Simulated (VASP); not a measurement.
The system is Si.

```
CELL_PARAMETERS angstrom
0.00000 2.71550 2.71550
2.71550 0.00000 2.71550
2.71550 2.71550 0.00000
ATOMIC_POSITIONS crystal
Si 0.00000 0.00000 0.00000
Si 0.25000 0.25000 0.25000
```

Base run:

| Quantity | Value |
| --- | --- |
| Program | VASP 6.6.1 |
| Functional | r2SCAN |
| Potentials or basis | VASP PAW PBE potentials, release 64 (Si) |
| Cutoff | 520 eV |
| k mesh | 8 × 8 × 8 |
| Occupations | fermi-dirac, width 0.02 eV |
| Spin | no spin polarisation |

Its results: band gap on the k mesh 0.81 eV, indirect (least direct gap 2.76 eV).

Problem. The run is repeated on the same cell with these changes: functional from r2SCAN to PBE. What comes out?

Solution. Band gap on the k mesh 0.62 eV, indirect (least direct gap 2.57 eV).

r2SCAN gives the wider gap, since meta-GGAs in the generalised Kohn-Sham scheme recover part of the derivative discontinuity.

A k mesh can miss the band edges.
